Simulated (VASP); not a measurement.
These are PBEsol GGA, VASP's PBE PAW potentials (set 64) (plane waves; VASP) values and carry that method's errors.

A VASP calculation is set up with these files.

### INCAR
```
EDIFFG  =  -0.02
LWAVE  =  .False.
LMAXMIX  =  4   # l cut-off of mixed one-centre charges
IBRION  =  2   # conjugate gradients
EDIFF  =  1E-6   # SCF stop (eV)
ISIF  =  3   # ions, shape and volume
ALGO  =  Normal
LCHARG  =  .False.
ISMEAR  =  1   # Methfessel-Paxton
PSTRESS  =  300   # kbar
NELM  =  100   # most electronic steps
ENCUT  =  620
GGA  =  PS
PREC  =  Accurate
LREAL  =  .False.
SYSTEM  =  TiB2
SIGMA  =  0.1   # width (eV)
NSW  =  40
LASPH  =  .True.
```

File KPOINTS:
```
Automatic mesh
0
Gamma
12 12 10
0 0 0
```

File POSCAR:
```
TiB2
1
    1.4803009215    -2.5639564373     0.0000000000
    1.4803009215     2.5639564373     0.0000000000
    0.0000000000     0.0000000000     3.0968487450
Ti B
1 2
Direct
  0.0000000000   0.0000000000   0.0000000000
  0.3333330000   0.6666670000   0.5000000000
  0.6666670000   0.3333330000   0.5000000000
```

POTCAR, in this order: Ti_sv B (PBE.64 set). Program: vasp_std.

Energy and stress use the plane-wave basis of the starting cell.

Task: Predict the energy per atom (σ→0), volume per atom, band gap (on the k-mesh).

Result: 
```
Item                                                         Value
------------------------  ----------------------------------------
energy per atom (σ→0)                               -8.531 eV/atom
band gap (on the k-mesh)  none (metal, semimetal or under 0.01 eV)
volume per atom                                       7.62 Å³/atom
```

**OSZICAR**
```
...
   4 F= -.21314446E+02 E0= -.21314349E+02  d E =-.201686E-01
       N       E                     dE             d eps       ncg     rms          rms(c)
DAV:   1    -0.255948302236E+02    0.73131E-03   -0.32028E-02  3229   0.293E+00    0.183E-01
DAV:   2    -0.255944649162E+02    0.36531E-03   -0.14788E-03  3039   0.402E-01    0.104E-01
DAV:   3    -0.255942777883E+02    0.18713E-03   -0.29657E-04  3668   0.226E-01    0.149E-02
DAV:   4    -0.255942777367E+02    0.51582E-07   -0.19227E-05  3128   0.519E-02    0.836E-03
DAV:   5    -0.255942774958E+02    0.24090E-06   -0.14183E-06  2285   0.157E-02
   5 F= -.21314735E+02 E0= -.21314702E+02  d E =-.289378E-03
```

The compound is TiB2 in the AlB2 type structure. This run relaxes it under an external pressure of 30 GPa. Symmetry was kept, so distortions that lower it aren't found.
